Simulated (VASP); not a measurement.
Calculation: r2SCAN meta-GGA, VASP's PBE PAW potentials (set 64) (plane waves; VASP 6.6.1).

A VASP calculation is set up with these files.

**POSCAR**
```
ZrC
1
    0.0000000000     2.3800183398     2.3800183398
    2.3800183398     0.0000000000     2.3800183398
    2.3800183398     2.3800183398     0.0000000000
Zr C
1 1
Direct
  0.0000000000   0.0000000000   0.0000000000
  0.5000000000   0.5000000000   0.5000000000
```

INCAR:
```
# general
SYSTEM  = ZrC
PREC    = Accurate
ENCUT   = 520   # plane-wave cut-off (eV)
LREAL   = F   # projection in real space or not
LASPH   = T   # aspherical one-centre terms

# electronic loop
EDIFF   = 1E-7   # SCF stop (eV)
NELM    = 100   # most electronic steps
ALGO    = Normal   # blocked Davidson
LMAXMIX = 4   # l cut-off of mixed one-centre charges
LMIXTAU = T

# smearing
ISMEAR  = 1   # Methfessel-Paxton
SIGMA   = 0.1   # width (eV)

# functional
METAGGA = R2SCAN

# ions
ISIF    = 2

# output
LWAVE   = F
LCHARG  = F
```

KPOINTS:
```
Automatic
0
Gamma
 13 13 13
0 0 0
```

POTCAR, in this order: Zr_sv C (PBE.64 set). Program: vasp_std.

The run wrote:

**OSZICAR**
```
       N       E                     dE             d eps       ncg     rms          rms(c)
DAV:   1     0.950799332167E+02    0.95080E+02   -0.91353E+03  2016   0.137E+03
DAV:   2    -0.378074959204E+02   -0.13289E+03   -0.12489E+03  2376   0.342E+02
DAV:   3    -0.441178439819E+02   -0.63103E+01   -0.62109E+01  3152   0.671E+01
DAV:   4    -0.443585579820E+02   -0.24071E+00   -0.24037E+00  2576   0.123E+01
DAV:   5    -0.443656313131E+02   -0.70733E-02   -0.70724E-02  2996   0.170E+00    0.209E+01
DAV:   6    -0.339872486831E+02    0.10378E+02   -0.13253E+01  2420   0.329E+01    0.598E+00
DAV:   7    -0.346950053330E+02   -0.70776E+00   -0.62291E-01  2372   0.852E+00    0.393E+00
DAV:   8    -0.343379121744E+02    0.35709E+00   -0.59987E-01  2372   0.892E+00    0.132E+00
DAV:   9    -0.346996317795E+02   -0.36172E+00   -0.35921E-01  2300   0.619E+00    0.449E-01
DAV:  10    -0.347081121297E+02   -0.84804E-02   -0.11414E-02  2300   0.106E+00    0.392E-01
DAV:  11    -0.346889599615E+02    0.19152E-01   -0.56901E-02  2548   0.177E+00    0.398E-01
DAV:  12    -0.347061194342E+02   -0.17159E-01   -0.22663E-02  2360   0.124E+00    0.681E-02
DAV:  13    -0.347081342916E+02   -0.20149E-02   -0.15526E-03  2336   0.356E-01    0.248E-02
DAV:  14    -0.347084706357E+02   -0.33634E-03   -0.54134E-04  2352   0.190E-01    0.241E-02
DAV:  15    -0.347084728814E+02   -0.22457E-05   -0.11189E-05  2872   0.289E-02    0.251E-02
DAV:  16    -0.347084739269E+02   -0.10455E-05   -0.65998E-07  2540   0.698E-03    0.251E-02
DAV:  17    -0.347084528663E+02    0.21061E-04   -0.26644E-05  2268   0.416E-02    0.284E-02
DAV:  18    -0.347084586953E+02   -0.58290E-05   -0.32643E-05  2508   0.711E-02    0.942E-02
DAV:  19    -0.347084547000E+02    0.39953E-05   -0.64081E-06  2080   0.347E-02    0.560E-02
DAV:  20    -0.347084579829E+02   -0.32829E-05   -0.46438E-05  2260   0.747E-02    0.240E-02
DAV:  21    -0.347084648019E+02   -0.68190E-05   -0.74428E-06  2224   0.329E-02    0.910E-03
DAV:  22    -0.347084631860E+02    0.16160E-05   -0.33057E-07  2248   0.793E-03    0.497E-03
DAV:  23    -0.347084650815E+02   -0.18955E-05   -0.25404E-07  2052   0.588E-03    0.663E-04
DAV:  24    -0.347084640364E+02    0.10451E-05   -0.17191E-08  1052   0.203E-03    0.191E-04
DAV:  25    -0.347084645740E+02   -0.53759E-06   -0.63950E-09  1056   0.105E-03    0.258E-04
DAV:  26    -0.347084644865E+02    0.87453E-07   -0.31907E-09  1040   0.613E-04
   1 F= -.34708464E+02 E0= -.34708425E+02  d E =-.119434E-03
```

File OUTCAR:
```
------------------------ aborting loop because EDIFF is reached ----------------------------------------
  FORCE on cell =-STRESS in cart. coord.  units (eV):
  Direction    XX          YY          ZZ          XY          YZ          ZX
  --------------------------------------------------------------------------------------
  Total       -1.0849373     -1.0849373     -1.0849373      0.0000000      0.0000000      0.0000000
  in kB      -64.4680177    -64.4680177    -64.4680177      0.0000000      0.0000000      0.0000000
  external PRESSURE =     -64.4680177 kB  Pullay stress =       0.0000000 kB
  volume of cell :       26.96
      direct lattice vectors                 reciprocal lattice vectors
     0.000000000  2.380018340  2.380018340    -0.210082415  0.210082415  0.210082415
     2.380018340  0.000000000  2.380018340     0.210082415 -0.210082415  0.210082415
     2.380018340  2.380018340  0.000000000     0.210082415  0.210082415 -0.210082415
 POSITION                                       TOTAL-FORCE (eV/Angst)
 -----------------------------------------------------------------------------------
      0.00000      0.00000      0.00000        -0.000000      0.000000     -0.000000
      2.38002      2.38002      2.38002         0.000000      0.000000      0.000000
 -----------------------------------------------------------------------------------
    total drift:                                0.000000      0.000000      0.000000
  FREE ENERGIE OF THE ION-ELECTRON SYSTEM (eV)
  ---------------------------------------------------
  free  energy   TOTEN  =       -34.7084644865 eV

  energy  without entropy=      -34.7083450523  energy(sigma->0) =      -34.70842468
```
(Selected blocks of OUTCAR.)

The compound is ZrC in the rock salt structure. This cell is one point of a volume scan, at 1.03 of the reference volume.
